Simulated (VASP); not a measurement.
A run of VASP 6.6.1:

INCAR

```
SYSTEM = K3Pt2I10
  PREC = Accurate
  ENCUT = 520
  EDIFF = 1E-6
  ISMEAR = -1
  SIGMA = 0.05
  LREAL = Auto
  LASPH = .True.
  NELM = 100
  ALGO = Fast
  ISIF = 2
  LWAVE = .False.
  LCHARG = .True.
  GGA = PS
  LELF = .True.
  LVHAR = .True.
  NELECT = 118.0
  NBANDS = 72
```

File KPOINTS:

```
regular mesh
0
Gamma
  2 2 1
  0 0 0
```

The input POSCAR:

```
K3Pt2I10
1.0
    6.4264670000     -4.6059980000      0.0000000000
    6.4264670000      4.6059980000      0.0000000000
    0.0000000000      0.0000000000     11.5249780000
K Pt I
3 2 10
Direct
    0.1194706791      0.5184070226      0.2427162985
    0.9300326519      0.5619690965      0.8046089112
    0.4840400054      0.9552733841      0.2836187627
    0.0469790599     -0.0123566150      0.5118534717
   -0.0019687167     -0.0094372393     -0.0014490266
    0.7385535941      0.2415494703      0.5510986659
    0.3608468915      0.7129312824      0.4826126349
    0.7271464711      0.3060650898      0.9910821522
    0.2751799053      0.6960224676      0.0272451713
    0.2327615308      0.2258574896      0.5125996770
    0.2472677760      0.1787050019     -0.0083037035
    0.8869018125      0.7396373108      0.4697449314
    0.7447453288      0.8406203161      0.0166334374
    1.0349624057      0.0693302018      0.2727814318
    0.0704866426      0.9323194093      0.7323311159
```

Potentials or basis: VASP PAW PBE potentials, release 64 (K_sv, Pt, I).

Launch:

```sh
$ cat potpaw_PBE.64/K_sv/POTCAR potpaw_PBE.64/Pt/POTCAR potpaw_PBE.64/I/POTCAR > POTCAR
$ mpirun -np 1 vasp_std > vasp.out
```

Hardware: 1 thread of Intel(R) Xeon(R) Platinum 8488C (Sapphire Rapids) (shared host).

Question: How long does it take, and how much memory?

Answer: It took 6.7 min on 1 thread of Intel(R) Xeon(R) Platinum 8488C (Sapphire Rapids), on a shared host, peak memory 0.73 GiB. Counts: scf iterations 22, k points 4.
